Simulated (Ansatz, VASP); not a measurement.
## Cross-check of La8Hf21O54 (amorphous 84HfO2-16La2O3 (mol %)) between VASP and Ansatz

Wanted: the spread between two codes on one cell, functional and k mesh. Of the first pair: The structure shown is the start of the Ansatz relaxation below; VASP solves that cell, so the two are compared at the walk's first step.

Method: plane waves, with VASP 6.6.1 beside it; single point at PBE, in Ansatz 0.2.0.

### 1. Set-up

The cell holds 83 atoms: 21 Hf, 8 La and 54 O. Cell: a = 10.753 Å, b = 10.753 Å, c = 10.753 Å, α = 90.0°, β = 90.0°, γ = 90.0°. As first built, before any earlier steps moved the atoms (in the runner's words): 83 atoms (21 Zr, 8 Nd, 54 O) placed at random at 5.25 g/cm^3, melted at 5000 K for 10 ps at fixed volume with the Morse and Coulomb pair potential with partial charges (Pedone, Malavasi, Menziani, Cormack and Segre, J. Phys. Chem. B 110, 11780 (2006)). Quenched from 5000 K to 300 K at 50 K/ps and fixed volume, held 5 ps, then minimised at fixed cell. Then Zr was replaced by Hf, Nd was replaced by La (the potential has no terms for the new elements, so the cell is a start for a DFT relaxation).

### 2. Ansatz: relaxation, PBE

Ansatz runs on its default PAW (the set named soft_2) files.

The two programs are compared at the cell with which this relaxation starts, whose forces are those of its first step.

input.yaml reads:

```yaml
crystal:
  lattice:
    - [10.7526, 0.0, 0.0]
    - [0.0, 10.7526, 0.0]
    - [0.0, 0.0, 10.7526]
  atoms:
    - { symbol: Hf, position: [0.21352, 0.78482, 0.64168] }
    - { symbol: Hf, position: [0.56578, 0.72793, 0.75466] }
    - { symbol: Hf, position: [0.32506, 0.52144, 0.79741] }
    - { symbol: Hf, position: [0.15815, 0.90699, 0.38862] }
    - { symbol: Hf, position: [0.20822, 0.16348, 0.65735] }
    - { symbol: Hf, position: [0.91819, 0.74126, 0.86776] }
    - { symbol: Hf, position: [0.45712, 0.74919, 0.05459] }
    - { symbol: Hf, position: [0.16683, 0.27541, 0.34241] }
    - { symbol: Hf, position: [0.04097, 0.43403, 0.65828] }
    - { symbol: Hf, position: [0.82607, 0.43949, 0.88823] }
    - { symbol: Hf, position: [0.46927, 0.01904, 0.80833] }
    - { symbol: Hf, position: [0.17938, 0.93825, 0.90368] }
    - { symbol: Hf, position: [0.80004, 0.64595, 0.1736] }
    - { symbol: Hf, position: [0.53574, 0.31046, 0.73197] }
    - { symbol: Hf, position: [0.03077, 0.6137, 0.37466] }
    - { symbol: Hf, position: [0.52238, 0.23463, 0.38422] }
    - { symbol: Hf, position: [0.16653, 0.65756, 0.09659] }
    - { symbol: Hf, position: [0.51044, 0.87288, 0.48452] }
    - { symbol: Hf, position: [0.31945, 0.0795, 0.14929] }
    - { symbol: Hf, position: [0.95187, 0.94787, 0.11059] }
    - { symbol: Hf, position: [0.83037, 0.29464, 0.16659] }
    - { symbol: La, position: [0.88295, 0.12328, 0.42657] }
    - { symbol: La, position: [0.51215, 0.44276, 0.09412] }
    - { symbol: La, position: [0.64552, 0.99937, 0.20136] }
    - { symbol: La, position: [0.84027, 0.10685, 0.79613] }
    - { symbol: La, position: [0.82414, 0.81743, 0.53587] }
    - { symbol: La, position: [0.15327, 0.30572, 0.96288] }
    - { symbol: La, position: [0.36268, 0.51155, 0.45648] }
    - { symbol: La, position: [0.71175, 0.48723, 0.46137] }
    - { symbol: O, position: [0.81942, 0.61303, 0.98192] }
    - { symbol: O, position: [0.53533, 0.86029, 0.90937] }
    - { symbol: O, position: [0.23461, 0.26248, 0.15638] }
    - { symbol: O, position: [0.48303, 0.61942, 0.90374] }
    - { symbol: O, position: [0.00014, 0.58879, 0.18352] }
    - { symbol: O, position: [0.18313, 0.57487, 0.64211] }
    - { symbol: O, position: [0.60586, 0.66148, 0.14521] }
    - { symbol: O, position: [0.61804, 0.14791, 0.81155] }
    - { symbol: O, position: [0.09399, 0.26772, 0.53506] }
    - { symbol: O, position: [0.70638, 0.35798, 0.02566] }
    - { symbol: O, position: [0.95418, 0.55776, 0.78859] }
    - { symbol: O, position: [0.13456, 0.01247, 0.07802] }
    - { symbol: O, position: [0.19729, 0.53455, 0.94542] }
    - { symbol: O, position: [0.34735, 0.05858, 0.95798] }
    - { symbol: O, position: [0.78294, 0.4646, 0.24734] }
    - { symbol: O, position: [0.3744, 0.69698, 0.71088] }
    - { symbol: O, position: [0.58501, 0.69609, 0.54718] }
    - { symbol: O, position: [0.43066, 0.45336, 0.65009] }
    - { symbol: O, position: [0.71233, 0.209, 0.31396] }
    - { symbol: O, position: [0.15456, 0.74881, 0.27387] }
    - { symbol: O, position: [0.06904, 0.76472, 0.50193] }
    - { symbol: O, position: [0.90253, 0.93864, 0.91452] }
    - { symbol: O, position: [0.93898, 0.50274, 0.5114] }
    - { symbol: O, position: [0.48288, 0.05215, 0.42874] }
    - { symbol: O, position: [0.29961, 0.93145, 0.7507] }
    - { symbol: O, position: [0.61304, 0.29096, 0.54949] }
    - { symbol: O, position: [0.11816, 0.10685, 0.82134] }
    - { symbol: O, position: [0.16635, 0.47482, 0.36728] }
    - { symbol: O, position: [0.43596, 0.91242, 0.16797] }
    - { symbol: O, position: [0.67618, 0.44244, 0.76742] }
    - { symbol: O, position: [0.21912, 0.07602, 0.31601] }
    - { symbol: O, position: [0.8579, 0.01902, 0.60289] }
    - { symbol: O, position: [0.84764, 0.68236, 0.36334] }
    - { symbol: O, position: [0.79808, 0.83868, 0.14341] }
    - { symbol: O, position: [0.03117, 0.78194, 0.0286] }
    - { symbol: O, position: [0.32206, 0.81996, 0.47656] }
    - { symbol: O, position: [0.27506, 0.79269, 0.99403] }
    - { symbol: O, position: [0.42079, 0.37055, 0.88799] }
    - { symbol: O, position: [0.94726, 0.34538, 0.01422] }
    - { symbol: O, position: [0.52595, 0.42688, 0.33715] }
    - { symbol: O, position: [0.08429, 0.80853, 0.78342] }
    - { symbol: O, position: [0.48186, 0.17595, 0.19813] }
    - { symbol: O, position: [0.1916, 0.34888, 0.74932] }
    - { symbol: O, position: [0.76235, 0.74979, 0.74782] }
    - { symbol: O, position: [0.98061, 0.26047, 0.28968] }
    - { symbol: O, position: [0.35013, 0.60789, 0.14537] }
    - { symbol: O, position: [0.15715, 0.00249, 0.55785] }
    - { symbol: O, position: [0.33759, 0.28447, 0.43268] }
    - { symbol: O, position: [0.91341, 0.31605, 0.75488] }
    - { symbol: O, position: [0.837, 0.10478, 0.11688] }
    - { symbol: O, position: [0.5472, 0.90775, 0.66878] }
    - { symbol: O, position: [0.39516, 0.16919, 0.70311] }
    - { symbol: O, position: [0.98577, 0.9583, 0.30774] }
    - { symbol: O, position: [0.6787, 0.90444, 0.39775] }
kpoints:
  mp_grid: { grid: [1, 1, 1] }
hamiltonian:
  xc: pbe
scf:
  occupations: { method: fermi_dirac, width: 0.025 }
output:
  forces: true
relax:
  f_tol: 0.04
  max_steps: 250
  cell: {}
```

On the command line:

```sh
$ ansatz run input.yaml --threads 4 --pin off --max-ram 8192MiB --backend cpu --events-out ev --progress --plain --runs-dir out
```

Numbers of over 12 decimals in the logs are rounded to 6 here.

Log:

```text
Engine: ansatz 0.2.0, aarch64-unknown-linux-gnu
Pseudopotentials: kind: paw
Pseudopotential: Hf, paw, valence charge 26, recommended cutoff 420 eV (normal), Hf.paw.azcp
Pseudopotential: La, paw, valence charge 11, recommended cutoff 420 eV (normal), La.paw.azcp
Pseudopotential: O, paw, valence charge 6, recommended cutoff 420 eV (normal), O.paw.azcp
Functional definition: PBE
  parameter kappa = 0.804
  parameter beta = 0.066725
  exchange = pbe_x(kappa = kappa, mu = beta*pi^2/3)
  correlation = pbe_c(beta = beta)
Crystal: 83 atoms, lattice volume = 1243.198 Å³
Basis set: ecut = 420 eV, 24207 PW (Γ), exchange–correlation on 144×144×144 points (8 copies of the dense FFT grid, shifted against one another)
Bands: 575, of which v1, the nominal top of the filled ones, is band 479 counted from 1 (478 counted from 0)
Symmetry: 1 space group operations
Space group: P1 (ITA 1), of the structure as read, at distance tolerance 1.1e-4 Å
k-points: 1
Non-local potential: Hf, projectors of the file, l = 0: 3, l = 1: 2, l = 2: 2, l = 3: 3
Non-local potential: La, projectors of the file, l = 0: 3, l = 1: 2, l = 2: 2, l = 3: 3
Non-local potential: O, projectors of the file, l = 0: 2, l = 1: 2, l = 2: 1
PAW form: soft (Blöchl's): semilocal exchange-correlation on the pseudo side does not see the compensation charge
PAW one-centre angular grid: Hf, 590 points (default); XC on 64 Gauss nodes
PAW one-centre angular grid: La, 590 points (default); XC on 64 Gauss nodes
PAW one-centre angular grid: O, 110 points (default); XC on 64 Gauss nodes
Initial density: superposition of atomic densities (neutral atoms: chi_scale 0, normalization atom), corrected by the library's trained network
Initial wavefunctions: pseudopotential atomic-orbital guess
Functional: x = pbe(κ = 0.804, μ = 0.219515), c = pbe(β = 0.066725)
SCF iter   1: F=—  HF=-410932.890485 eV  |F-HF|=—  |Δ(HF+E_count)|=         —  Δρ=3.46e-3  dr2=1.85e-1  ethr=1.77e-3  ⟨swp⟩=4.0  Hψ=1769  notcnv=0  defer=23
preconditioner: auto → Resta (q_TF=auto, 2.612 Å⁻¹)  ε∞=5.0  [insulator: Δε(μ)=3.553 eV  Ē_g=15.950 eV  σ=0.025 eV  W_gap=1.00  n_scr=364 (ndim 8)  ℏωp=31.9 eV  f_vac=0.114  D(μ)=0.00/eV (n_scr^D=0)  ε∞_Penn≈5.0]
SCF iter   2: F=—  HF=-410932.880328 eV  |F-HF|=—  |Δ(HF+E_count)|=   1.02e-2  Δρ=1.80e-3  dr2=4.26e-2  ethr=1.93e-5  ⟨swp⟩=2.0  Hψ=1055  notcnv=0  defer=90
SCF iter   3: F=—  HF=-410932.881176 eV  |F-HF|=—  |Δ(HF+E_count)|=   8.48e-4  Δρ=8.09e-4  dr2=1.25e-2  ethr=4.44e-6  ⟨swp⟩=4.0  Hψ=834  notcnv=0  defer=90
SCF iter   4: F=—  HF=-410932.880808 eV  |F-HF|=—  |Δ(HF+E_count)|=   3.68e-4  Δρ=2.49e-4  dr2=1.01e-3  ethr=1.30e-6  ⟨swp⟩=4.0  Hψ=959  notcnv=0  defer=90
SCF iter   5: F=—  HF=-410932.881122 eV  |F-HF|=—  |Δ(HF+E_count)|=   3.14e-4  Δρ=1.54e-4  dr2=3.01e-4  ethr=1.05e-7  ⟨swp⟩=2.0  Hψ=967  notcnv=0  defer=90
SCF iter   6: F=—  HF=-410932.881108 eV  |F-HF|=—  |Δ(HF+E_count)|=   1.36e-5  Δρ=4.65e-5  dr2=3.35e-5  ethr=3.15e-8  ⟨swp⟩=2.0  Hψ=964  notcnv=0  defer=90
SCF iter   7: F=—  HF=-410932.883831 eV  |F-HF|=—  |Δ(HF+E_count)|=   2.72e-3  Δρ=2.84e-5  dr2=1.14e-5  ethr=3.49e-9  ⟨swp⟩=2.0  Hψ=1050  notcnv=0  defer=90
SCF iter   8: F=—  HF=-410932.883837 eV  |F-HF|=—  |Δ(HF+E_count)|=   5.72e-6  Δρ=1.87e-5  dr2=4.33e-6  ethr=1.19e-9  ⟨swp⟩=2.0  Hψ=964  notcnv=0  defer=90
SCF iter   9: F=—  HF=-410932.883838 eV  |F-HF|=—  |Δ(HF+E_count)|=   9.93e-7  Δρ=3.81e-6  dr2=3.22e-7  ethr=4.52e-10  ⟨swp⟩=2.0  Hψ=871  notcnv=0  defer=90
SCF iter  10: F=—  HF=-410932.883838 eV  |F-HF|=—  |Δ(HF+E_count)|=   3.79e-7  Δρ=2.85e-6  dr2=1.09e-7  ethr=1.04e-11  ⟨swp⟩=4.0  Hψ=2016  notcnv=0
SCF iter  11: F=-410932.883838 eV  HF=-410932.883838 eV  |F-HF|=2.47e-8  |Δ(HF+E_count)|=   3.26e-8  Δρ=1.90e-6  dr2=4.43e-8  ethr=1.04e-11  ⟨swp⟩=4.0  Hψ=2015  notcnv=0
SCF 1 converged in 11 iterations: F = -410932.883838 eV  dr2 = 4.43e-8
  greatest PAW one-centre occupation: 0.999 electrons in one spin orbital (limit 2), on the Hf atom at site 10 (counted from 0), in its partial waves of l = 0
relax step   1: F+E_penalty+E_count = -410932.88383812 eV  Δ(F+E_penalty+E_count) = +0.000e0 eV  max|allowed force component| = 1.444e0 eV/Å  Δτ_max = 0.0000 Å  P = -7.287 GPa  Ω = 1243.198 Å³  (11 SCF iters, dr2 threshold 1.00e-7 eV, accepted)
Crystal: 83 atoms, lattice volume = 1139.323 Å³
Basis set: ecut = 420 eV, 22279 PW (Γ), exchange–correlation on 144×144×144 points (8 copies of the dense FFT grid, shifted against one another)
Initial density: handed on by an earlier stage of this run
Initial wavefunctions: those handed on with the density
iter 1 solved again at ethr=2.28e-4 eV; its pass at ethr=3.10e-3 eV (dr2=2.18e0 eV) is discarded
SCF iter   1: F=—  HF=-410935.654694 eV  |F-HF|=—  |Δ(HF+E_count)|=         —  Δρ=1.55e-2  dr2=2.19e0  ethr=2.28e-4  ⟨swp⟩=5.0  Hψ=2629  notcnv=0
[...]
atom  59  O      0.00914737     0.00602952    -0.00337082
  atom  60  O     -0.00294117    -0.00540788    -0.00023693
  atom  61  O     -0.00178369    -0.01478605     0.00205212
  atom  62  O      0.00066651    -0.00016415     0.00200213
  atom  63  O     -0.00975162     0.00555588     0.00353107
  atom  64  O     -0.00314506    -0.00536870     0.00328325
  atom  65  O      0.00510018     0.00019408    -0.00794778
  atom  66  O      0.00722413     0.00346268    -0.00599493
  atom  67  O      0.00258895     0.01534940     0.00262345
  atom  68  O      0.00432299    -0.00573135     0.00972513
  atom  69  O      0.00292636    -0.00562518     0.01388646
  atom  70  O      0.00098164     0.00010250     0.00983682
  atom  71  O     -0.00170154    -0.01433918     0.00350452
  atom  72  O     -0.00646041    -0.00863572     0.00176454
  atom  73  O      0.00680121    -0.00330738    -0.00434601
  atom  74  O     -0.00310873    -0.00334656     0.00909056
  atom  75  O      0.00218335     0.00042993     0.00151291
  atom  76  O      0.00826078    -0.00424070    -0.00275130
  atom  77  O      0.00458621     0.00551452    -0.00607113
  atom  78  O      0.00347856    -0.00029997     0.00208960
  atom  79  O     -0.00367147    -0.00663945    -0.00182006
  atom  80  O      0.00684920     0.00184211    -0.00427971
  atom  81  O     -0.01771476    -0.00227008     0.00315562
  atom  82  O      0.00637648     0.00112216     0.00006358
  atom  83  O     -0.00237786    -0.00274735    -0.00326339
  max |Σ_I F_I| component: 7.31e-6 eV/Å
--- Stress (GPa, compression-positive) ---
       -0.004288       0.012651      -0.006833
        0.012651       0.003515      -0.006785
       -0.006833      -0.006785      -0.026265
  P = ⅓ Tr σ = -0.0090 GPa (-0.090 kbar)
--- Relaxed structure (12 steps of the walk, 12 accepted, 2 SCFs on fresh bases) ---
  F+E_penalty+E_count = -410937.07009694 eV   max|allowed force component| = 2.327e-2 eV/Å   (the final SCF, on the basis selected at the relaxed cell)
  cell:  # Å, volume = 1156.6992 Å³
    - [10.569427, -0.076768, 0.093826]
    - [-0.076768, 10.386879, -0.065685]
    - [0.093826, -0.065685, 10.538004]
  atoms:
    - { symbol: Hf, position: [0.217067, 0.787197, 0.639232] }
    - { symbol: Hf, position: [0.571102, 0.728563, 0.758909] }
    - { symbol: Hf, position: [0.326388, 0.522596, 0.794538] }
    - { symbol: Hf, position: [0.150894, 0.903445, 0.378836] }
    - { symbol: Hf, position: [0.208414, 0.147560, 0.655512] }
    - { symbol: Hf, position: [0.917558, 0.740095, 0.867293] }
    - { symbol: Hf, position: [0.455943, 0.748823, 0.055827] }
    - { symbol: Hf, position: [0.169781, 0.272926, 0.339049] }
    - { symbol: Hf, position: [0.044342, 0.436651, 0.655756] }
    - { symbol: Hf, position: [0.820220, 0.437527, 0.877298] }
    - { symbol: Hf, position: [0.463669, 0.024862, 0.814797] }
    - { symbol: Hf, position: [0.158612, 0.932411, 0.909416] }
    - { symbol: Hf, position: [0.791302, 0.640136, 0.171500] }
    - { symbol: Hf, position: [0.538597, 0.317357, 0.733319] }
    - { symbol: Hf, position: [0.024915, 0.603503, 0.366189] }
    - { symbol: Hf, position: [0.516943, 0.240288, 0.395038] }
    - { symbol: Hf, position: [0.168352, 0.649735, 0.092088] }
    - { symbol: Hf, position: [0.510415, 0.873518, 0.490619] }
    - { symbol: Hf, position: [0.335278, 0.083939, 0.150803] }
    - { symbol: Hf, position: [0.951722, 0.952528, 0.125207] }
    - { symbol: Hf, position: [0.832705, 0.293020, 0.162688] }
    - { symbol: La, position: [0.863517, 0.212729, 0.487439] }
    - { symbol: La, position: [0.505836, 0.427754, 0.100851] }
    - { symbol: La, position: [0.649001, 1.000857, 0.218294] }
    - { symbol: La, position: [0.840146, 0.114606, 0.832969] }
    - { symbol: La, position: [0.842598, 0.843429, 0.533025] }
    - { symbol: La, position: [0.159170, 0.286179, 0.962284] }
    - { symbol: La, position: [0.356995, 0.538014, 0.455062] }
    - { symbol: La, position: [0.701717, 0.510361, 0.473619] }
    - { symbol: O, position: [0.821698, 0.608887, 0.979878] }
    - { symbol: O, position: [0.541203, 0.865011, 0.908233] }
    - { symbol: O, position: [0.256164, 0.276063, 0.160936] }
    - { symbol: O, position: [0.484606, 0.616438, 0.901038] }
    - { symbol: O, position: [-0.00266965, 0.573984, 0.177016] }
    - { symbol: O, position: [0.189490, 0.576311, 0.638112] }
    - { symbol: O, position: [0.602452, 0.652342, 0.143484] }
    - { symbol: O, position: [0.612232, 0.152890, 0.819939] }
    - { symbol: O, position: [0.090478, 0.245509, 0.530582] }
    - { symbol: O, position: [0.701998, 0.354629, 0.015706] }
    - { symbol: O, position: [0.956061, 0.558660, 0.780569] }
    - { symbol: O, position: [0.129617, 0.032132, 0.079716] }
    - { symbol: O, position: [0.192636, 0.520200, 0.944537] }
    - { symbol: O, position: [0.340249, 0.078759, 0.958758] }
    - { symbol: O, position: [0.765799, 0.457309, 0.246675] }
    - { symbol: O, position: [0.377273, 0.702656, 0.710267] }
    - { symbol: O, position: [0.590968, 0.687932, 0.556622] }
    - { symbol: O, position: [0.432332, 0.451217, 0.643748] }
    - { symbol: O, position: [0.717884, 0.203192, 0.310773] }
    - { symbol: O, position: [0.156899, 0.737891, 0.273341] }
    - { symbol: O, position: [0.058690, 0.755048, 0.499834] }
    - { symbol: O, position: [0.932129, 0.940779, 0.914059] }
    - { symbol: O, position: [0.935448, 0.471725, 0.500727] }
    - { symbol: O, position: [0.492836, 0.048655, 0.420935] }
[...]
- { symbol: O, position: [0.163622, -0.022495, 0.557949] }
    - { symbol: O, position: [0.336735, 0.289229, 0.438767] }
    - { symbol: O, position: [0.900941, 0.313775, 0.729011] }
    - { symbol: O, position: [0.828536, 0.097403, 0.097462] }
    - { symbol: O, position: [0.546598, 0.912483, 0.669174] }
    - { symbol: O, position: [0.397338, 0.165822, 0.689212] }
    - { symbol: O, position: [0.977549, 0.954695, 0.321962] }
    - { symbol: O, position: [0.676997, 0.880922, 0.398513] }
```

The column dr2 measures how far the density is from self-consistency, as an energy; F and HF (Harris–Foulkes) agree once it is small.

(Part 1 of 3 ends here.)

[Lines on the potential files, build, host, timing and source positions are cut from VASP's logs without a mark.]

[Logs are printed without paths, hosts, clocks, repeated set-up lines and the standing remarks that a program may print on its own settings, such as how far it seeks lower states.]

[Hosts, paths, dates, database ids (printed as entryN), source tags and the programs' standing remarks are cut or masked in the printed files.]
